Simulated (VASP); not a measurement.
Here is the system:

```xyz
2
Lattice="0.0000 2.5700 2.5700 2.5700 0.0000 2.5700 2.5700 2.5700 0.0000" Properties=species:S:1:pos:R:3 pbc="T T T"
Li     0.0000     0.0000     0.0000
Cl     2.5700     2.5700     2.5700
```

The numbers are results of G0W0 on PBE orbitals, VASP's PBE PAW potentials (set 64) (plane waves; VASP), not measurements. Numerical set-up: PREC = Normal, 500 eV cut-off, 6×6×6 Γ-centred mesh, Gaussian smearing of 0.010 eV, potentials Li_sv_GW Cl_GW.

The mesh is coarse and the basis finite, so the quasiparticle values are not converged.

NBANDS = 120, ENCUTGW = 180 eV, NOMEGA = 64. The PBE levels (eV) that the step starts from are:

```csv
state,KS energy,filling
"k1 (0.00, 0.00, 0.00), band 2",-13.32,2
"k1 (0.00, 0.00, 0.00), band 3",0.06,2
"k1 (0.00, 0.00, 0.00), band 4",0.06,2
"k1 (0.00, 0.00, 0.00), band 5",0.06,2
"k1 (0.00, 0.00, 0.00), band 6",6.35,0
"k1 (0.00, 0.00, 0.00), band 7",11.84,0
"k1 (0.00, 0.00, 0.00), band 8",11.84,0
"k1 (0.00, 0.00, 0.00), band 9",11.84,0
"k2 (0.17, 0.00, 0.00), band 2",-13.19,2
"k2 (0.17, 0.00, 0.00), band 3",-0.80,2
"k2 (0.17, 0.00, 0.00), band 4",-0.01,2
"k2 (0.17, 0.00, 0.00), band 5",-0.01,2
"k2 (0.17, 0.00, 0.00), band 6",7.04,0
"k2 (0.17, 0.00, 0.00), band 7",10.88,0
"k2 (0.17, 0.00, 0.00), band 8",11.45,0
"k2 (0.17, 0.00, 0.00), band 9",11.45,0
"k8 (-0.33, 0.17, 0.00), band 2",-12.76,2
"k8 (-0.33, 0.17, 0.00), band 3",-2.32,2
"k8 (-0.33, 0.17, 0.00), band 4",-0.97,2
"k8 (-0.33, 0.17, 0.00), band 5",-0.22,2
"k8 (-0.33, 0.17, 0.00), band 6",7.80,0
"k8 (-0.33, 0.17, 0.00), band 7",9.80,0
"k8 (-0.33, 0.17, 0.00), band 8",9.98,0
"k8 (-0.33, 0.17, 0.00), band 9",11.55,0
```

Q: Give the quasiparticle energies and renormalisation factors Z.

A: 
| state | QP energy (eV) | Z |
|---|---|---|
| k1 (0.00, 0.00, 0.00), band 2 | -14.88 | 0.75 |
| k1 (0.00, 0.00, 0.00), band 3 | -1.69 | 0.79 |
| k1 (0.00, 0.00, 0.00), band 4 | -1.69 | 0.79 |
| k1 (0.00, 0.00, 0.00), band 5 | -1.69 | 0.79 |
| k1 (0.00, 0.00, 0.00), band 6 | 7.13 | 0.84 |
| k1 (0.00, 0.00, 0.00), band 7 | 13.06 | 0.83 |
| k1 (0.00, 0.00, 0.00), band 8 | 13.06 | 0.83 |
| k1 (0.00, 0.00, 0.00), band 9 | 13.06 | 0.83 |
| k2 (0.17, 0.00, 0.00), band 2 | -14.71 | 0.75 |
| k2 (0.17, 0.00, 0.00), band 3 | -2.64 | 0.79 |
| k2 (0.17, 0.00, 0.00), band 4 | -1.77 | 0.79 |
| k2 (0.17, 0.00, 0.00), band 5 | -1.77 | 0.79 |
| k2 (0.17, 0.00, 0.00), band 6 | 7.88 | 0.83 |
| k2 (0.17, 0.00, 0.00), band 7 | 11.96 | 0.83 |
| k2 (0.17, 0.00, 0.00), band 8 | 12.67 | 0.83 |
| k2 (0.17, 0.00, 0.00), band 9 | 12.67 | 0.83 |
| k8 (-0.33, 0.17, 0.00), band 2 | -14.16 | 0.74 |
| k8 (-0.33, 0.17, 0.00), band 3 | -4.36 | 0.78 |
| k8 (-0.33, 0.17, 0.00), band 4 | -2.84 | 0.79 |
| k8 (-0.33, 0.17, 0.00), band 5 | -2.00 | 0.79 |
| k8 (-0.33, 0.17, 0.00), band 6 | 8.73 | 0.84 |
| k8 (-0.33, 0.17, 0.00), band 7 | 10.94 | 0.83 |
| k8 (-0.33, 0.17, 0.00), band 8 | 11.20 | 0.83 |
| k8 (-0.33, 0.17, 0.00), band 9 | 12.71 | 0.81 |
On the mesh the gap opens from 6.29 to 8.82 eV.

The compound is LiCl in the rock salt structure. The cell was not relaxed at this level.
